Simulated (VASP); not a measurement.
Pb (fcc): the bulk modulus from VASP (plane waves, PAW) at several levels of theory. Static lattice, third-order Birch-Murnaghan fit over five volumes.

```json
[
 {"level": "LDA", "bulk modulus (GPa)": "52.0", "error against measurement": "+10.7 %"},
 {"level": "PBE", "bulk modulus (GPa)": "37.5", "error against measurement": "-20.2 %"},
 {"level": "PBEsol", "bulk modulus (GPa)": "47.8", "error against measurement": "+1.6 %"},
 {"level": "revPBE", "bulk modulus (GPa)": "35.6", "error against measurement": "-24.2 %"},
 {"level": "RPBE", "bulk modulus (GPa)": "33.9", "error against measurement": "-27.8 %"},
 {"level": "AM05", "bulk modulus (GPa)": "45.2", "error against measurement": "-3.9 %"},
 {"level": "PW91", "bulk modulus (GPa)": "38.5", "error against measurement": "-18.0 %"},
 {"level": "PBE-D3 (zero damping)", "bulk modulus (GPa)": "43.5", "error against measurement": "-7.5 %"},
 {"level": "PBE-D3(BJ)", "bulk modulus (GPa)": "45.4", "error against measurement": "-3.4 %"},
 {"level": "PBE-D4", "bulk modulus (GPa)": "45.6", "error against measurement": "-2.9 %"},
 {"level": "optB88-vdW", "bulk modulus (GPa)": "39.3", "error against measurement": "-16.4 %"},
 {"level": "optB86b-vdW", "bulk modulus (GPa)": "44.0", "error against measurement": "-6.4 %"},
 {"level": "vdW-DF2", "bulk modulus (GPa)": "32.0", "error against measurement": "-31.9 %"},
 {"level": "rev-vdW-DF2", "bulk modulus (GPa)": "42.0", "error against measurement": "-10.5 %"},
 {"level": "vdW-DF-cx", "bulk modulus (GPa)": "47.5", "error against measurement": "+1.0 %"},
 {"level": "TPSS", "bulk modulus (GPa)": "44.0", "error against measurement": "-6.4 %"},
 {"level": "revTPSS", "bulk modulus (GPa)": "46.8", "error against measurement": "-0.5 %"},
 {"level": "MS2", "bulk modulus (GPa)": "48.3", "error against measurement": "+2.7 %"},
 {"level": "r2SCAN", "bulk modulus (GPa)": "45.2", "error against measurement": "-3.8 %"}
]
```

Measured: 47.0 GPa at 0 K (as given by H. Levämäki et al., Physical Review B (2014), arXiv:1402.3671; corrected for temperature and zero-point phonon effects).

The cell of the LDA run:

```yaml
crystal:
  lattice:
    - [0.00000, 2.44194, 2.44194]
    - [2.44194, 0.00000, 2.44194]
    - [2.44194, 2.44194, 0.00000]
  atoms:
    - { symbol: Pb, position: [0.00000, 0.00000, 0.00000] }
```

Only levels that ran to the end are used. Left out are those held back, those with too coarse a band path, GW runs whose mesh misses a band edge, hybrids' fits of cells that aren't cubic and levels without matching references; a question may draw on a part of the rest.

The compound is Pb in the fcc structure.
